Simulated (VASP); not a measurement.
Computed with MS2 meta-GGA, VASP's PBE PAW potentials (set 64) (plane waves; VASP).

VASP input:

### INCAR
```
# general
SYSTEM  = AuZn
PREC    = Accurate
ENCUT   = 520   # plane-wave cut-off (eV)
LREAL   = F   # projection in real space or not
LASPH   = T   # aspherical one-centre terms

# electronic loop
EDIFF   = 1E-6   # SCF stop (eV)
NELM    = 100   # most electronic steps
ALGO    = Normal
LMAXMIX = 6   # l cut-off of mixed one-centre charges
LMIXTAU = T

# smearing
ISMEAR  = 1
SIGMA   = 0.1

# functional
METAGGA = MS2

# ions
IBRION  = 2   # conjugate gradients
NSW     = 60   # most ionic steps
ISIF    = 3
EDIFFG  = -0.01

# output
LWAVE   = F
LCHARG  = F
```

File KPOINTS:
```
Automatic mesh
0
G
11 11 11
```

### POSCAR
```
AuZn
1
    3.1183323585     0.0000000000    -0.0000000000
    0.0000000000     3.1183323585     0.0000000000
    0.0000000000     0.0000000000     3.1183323585
Zn Au
1 1
Direct
  0.5000000000   0.5000000000   0.5000000000
  0.0000000000   0.0000000000   0.0000000000
```

POTCAR, in this order: Zn Au (PBE.64 set). Program: vasp_std.

What VASP printed:

### OSZICAR
```
       N       E                     dE             d eps       ncg     rms          rms(c)
DAV:   1     0.117724000819E+03    0.11772E+03   -0.11107E+04  1720   0.187E+03
DAV:   2    -0.652240994337E+01   -0.12425E+03   -0.12049E+03  1743   0.327E+02
DAV:   3    -0.107199087548E+02   -0.41975E+01   -0.41649E+01  2072   0.667E+01
DAV:   4    -0.107408577219E+02   -0.20949E-01   -0.20948E-01  1939   0.417E+00
DAV:   5    -0.107410392695E+02   -0.18155E-03   -0.18155E-03  2107   0.403E-01    0.160E+01
DAV:   6     0.123779667682E+02    0.23119E+02   -0.33385E+01  1925   0.995E+01    0.675E+00
DAV:   7     0.121399764678E+02   -0.23799E+00   -0.10269E+00  2023   0.213E+01    0.429E+00
DAV:   8     0.122390758259E+02    0.99099E-01   -0.13288E+00  1736   0.139E+01    0.176E+00
DAV:   9     0.122312916162E+02   -0.77842E-02   -0.24992E-01  1967   0.886E+00    0.473E-01
DAV:  10     0.122324104383E+02    0.11188E-02   -0.18991E-02  1841   0.241E+00    0.224E-01
DAV:  11     0.122300511721E+02   -0.23593E-02   -0.33692E-03  2113   0.168E+00    0.225E-01
DAV:  12     0.122301126496E+02    0.61478E-04   -0.12774E-03  1984   0.608E-01    0.922E-02
DAV:  13     0.122302831299E+02    0.17048E-03   -0.27860E-04  1785   0.201E-01    0.336E-02
DAV:  14     0.122301530633E+02   -0.13007E-03   -0.18200E-04  1771   0.205E-01    0.134E-02
DAV:  15     0.122301845687E+02    0.31505E-04   -0.22764E-05  1827   0.593E-02    0.190E-03
DAV:  16     0.122301843044E+02   -0.26432E-06   -0.52051E-07   987   0.821E-03
   1 F= 0.12230184E+02 E0= 0.12230594E+02  d E =0.122302E+02
```

File OUTCAR:
```
------------------------ aborting loop because EDIFF is reached ----------------------------------------
  FORCE on cell =-STRESS in cart. coord.  units (eV):
  Direction    XX          YY          ZZ          XY          YZ          ZX
  --------------------------------------------------------------------------------------
  Total       -0.0064847     -0.0064847     -0.0064847      0.0000000      0.0000000     -0.0000000
  in kB       -0.3426380     -0.3426380     -0.3426380      0.0000000      0.0000000     -0.0000000
  external PRESSURE =      -0.3426380 kB  Pullay stress =       0.0000000 kB
  volume of cell :       30.32
      direct lattice vectors                 reciprocal lattice vectors
     3.118332359  0.000000000  0.000000000     0.320684226  0.000000000  0.000000000
     0.000000000  3.118332359  0.000000000     0.000000000  0.320684226  0.000000000
     0.000000000  0.000000000  3.118332359     0.000000000  0.000000000  0.320684226
 POSITION                                       TOTAL-FORCE (eV/Angst)
 -----------------------------------------------------------------------------------
      1.55917      1.55917      1.55917         0.000000      0.000000      0.000000
      0.00000      0.00000      0.00000         0.000000      0.000000      0.000000
 -----------------------------------------------------------------------------------
    total drift:                                0.000000      0.000000     -0.000000
  FREE ENERGIE OF THE ION-ELECTRON SYSTEM (eV)
  ---------------------------------------------------
  free  energy   TOTEN  =        12.2301843044 eV

  energy  without entropy=       12.2314129281  energy(sigma->0) =       12.23059385

 reached required accuracy - stopping structural energy minimisation
```
(Selected blocks of OUTCAR.)

The compound is AuZn in the CsCl type structure. It was relaxed first. The start is the result of an earlier pass. The electron count is odd and the run is not spin-polarised, which forces a metal.
